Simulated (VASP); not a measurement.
Here is the system:

```
Mg3ZnTe4
1.0
    0.00000     3.16439     3.16439
    3.16439     0.00000     3.16439
   12.72581    12.72581    -0.06824
Zn Te Mg
1 4 3
Direct
  0.99987   0.99987   0.00010
  0.26146   0.26146   0.05390
  0.25274   0.25274   0.31044
  0.24497   0.24497   0.56628
  0.23824   0.23824   0.82132
  0.00878   0.00878   0.24341
  0.00085   0.00085   0.49936
  0.99308   0.99308   0.75519
```

All values below come from PBEsol GGA, VASP's PBE PAW potentials (set 64) (plane waves; VASP). Settings: 400 eV cut-off, 7×7×2 Γ-centred mesh, tetrahedra with Blöchl corrections, potentials Zn Te Mg.

### Question
The job: Mg₃ZnTe₄ (ordered alloy cell), 8 atoms, PBEsol, static run, 400 eV, 7×7×2 Γ-centred mesh. Roughly how much core time does it take on a busy server core?

### Answer
About 4 core-minutes (one run on a shared machine, a rough figure). It had 32 irreducible k-points, 26 bands, up to 4705 plane waves and 16 electronic steps.

The structure was generated: Mg3ZnTe4 was put into an ordered model structure (R3m), which need not be its known phase. It was relaxed first.
